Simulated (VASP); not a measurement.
Hf3TaN4:

```
Ta Hf N
1.0
     4.47250    0.00000    0.00000
     0.00000    4.47250    0.00000
     0.00000    0.00000    4.47250
Ta Hf N
1 3 4
Direct
  0.00000 0.00000 0.00000
  0.00000 0.50000 0.50000
  0.50000 0.00000 0.50000
  0.50000 0.50000 0.00000
  0.50000 0.50000 0.50000
  0.00000 0.00000 0.50000
  0.00000 0.50000 0.00000
  0.50000 0.00000 0.00000
```

The cell was built by a generator and needn't be a form met in nature.

- Program: VASP 6.6.1
- Task: relaxation of cell and atoms
- Functional: PBE
- Potentials or basis: VASP PAW PBE potentials, release 64 (Ta_pv, Hf_pv, N)
- Cutoff: 600 eV
- k mesh: 5 × 5 × 5
- Occupations: fermi-dirac, width 0.1 eV
- Spin: no spin polarisation

At the start: pressure 6.7 GPa; volume 11.18 Å³/atom.

Question: Where does the relaxation end?

Answer: Over 3 steps the energy falls by 5.2 meV/atom and the volume is 11.44 Å³/atom (+2.3 %); space group Pm-3m (No. 221, to 0.05 Å).

The path:
| step | energy change (eV) | largest force (eV/Å) | pressure (GPa) | volume (Å³) |
| --- | --- | --- | --- | --- |
| 1 | 0.0000 | 0.0000 | 6.69 | 89.46 |
| 2 | 0.1102 | 0.0000 | -11.30 | 95.65 |
| 3 | -0.0417 | 0.0000 | -0.09 | 91.54 |

Final structure:
```cif
data_structure
_symmetry_space_group_name_H-M 'P 1'
_symmetry_Int_Tables_number 1
_cell_length_a 4.5068
_cell_length_b 4.5068
_cell_length_c 4.5068
_cell_angle_alpha 90.000
_cell_angle_beta 90.000
_cell_angle_gamma 90.000
_cell_volume 91.54
loop_
_atom_site_label
_atom_site_type_symbol
_atom_site_fract_x
_atom_site_fract_y
_atom_site_fract_z
_atom_site_occupancy
Ta1 Ta 0.00000 0.00000 0.00000 1
Hf1 Hf 0.00000 0.50000 0.50000 1
Hf2 Hf 0.50000 0.00000 0.50000 1
Hf3 Hf 0.50000 0.50000 0.00000 1
N1 N 0.50000 0.50000 0.50000 1
N2 N 0.00000 0.00000 0.50000 1
N3 N 0.00000 0.50000 0.00000 1
N4 N 0.50000 0.00000 0.00000 1
```
